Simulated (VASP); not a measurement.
Runs of VASP 6.6.1 on OZnH2. The cell holds a molecule in a box, 4 atoms: a = 10.000 Å, b = 13.000 Å, c = 11.000 Å, α = 90.00°, β = 90.00°, γ = 90.00°. 

```tsv
task	level	potentials or basis	cell	cutoff (eV)	grid for exact exchange (PRECFOCK)	exchange at q = 0	gap on the mesh (eV)	largest force (eV/Å)
single point	PBE	VASP PAW PBE potentials, release 64 (O, Zn, H)	atoms moved at random, drawn with an rms of 0.05 Å	520	-	-	5.45	2.64
single point	r2SCAN0+D3(BJ)	VASP PAW PBE potentials, release 64 (O_s, Zn, H_s)	as given	400	Normal	default	8.10	1.28
single point	PBE	VASP PAW PBE potentials, release 64 (O, Zn, H)	as given	520	-	-	5.35	(b)
relaxation of the atoms	BLYP+D3(BJ)	VASP PAW PBE potentials, release 64 (O_s, Zn, H_s)	atoms relaxed	400	-	-	5.13	0.01
single point	PBE0	VASP PAW PBE potentials, release 64 (O, Zn, H)	as given	520	Normal	default	(a)	0.27
```

Alike in all rows: no spin polarisation; k mesh 1 × 1 × 1; smearing gaussian 0.01 eV.

Question: Estimate the missing entries.

Answer: (a) 7.64; (b) 0.66.

Caveats: the PAW data sets were made with another functional, which shifts forces and pressure a little (some runs).

